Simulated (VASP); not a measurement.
These are vdW-DF2, VASP's PBE PAW potentials (set 64) (plane waves; VASP) values and carry that method's errors.

A VASP calculation is set up with these files.

### INCAR
```
AGGAC = 0.0
ALGO = Normal
EDIFF = 1E-7
EDIFFG = -0.01
ENCUT = 520
GGA = ML
IBRION = 2
ISIF = 4
ISMEAR = 1
LASPH = .TRUE.
LCHARG = .FALSE.
LMAXMIX = 4
LREAL = .FALSE.
LUSE_VDW = .TRUE.
LWAVE = .FALSE.
NELM = 100
NSW = 30
PREC = Accurate
SIGMA = 0.1
SYSTEM = Sb
ZAB_VDW = -1.8867
```

KPOINTS:
```
Automatic
0
gamma
 10 10 10
```

POSCAR:
```
Sb
1.0
  4.5914065223  -2.2592777966   0.1465782202
  4.5914065223   2.2592777966   0.1465782202
  3.3610991607   0.0000000000   3.8613268203
Sb
2
Cartesian
  2.8366111402  -0.0000000000   0.9394719372
  9.7073010651   0.0000000000   3.2150113235
```

POTCAR, in this order: Sb (PBE.64 set). Program: vasp_std.

Question: What will the output report for the number of irreducible k-points (NKPTS), largest plane-wave count, number of space-group operations, FFT grid (NGX, NGY, NGZ)?

Answer: 
| Item | Value |
|---|---|
| number of irreducible k-points (NKPTS) | 116 |
| largest plane-wave count | 2134 |
| number of space-group operations | 12 |
| FFT grid (NGX, NGY, NGZ) | 40 × 40 × 40 |

The compound is Sb in the a7 structure. This cell is one point of a volume scan, at 1.03 of the reference volume. Symmetry was kept, so distortions that lower it aren't found.
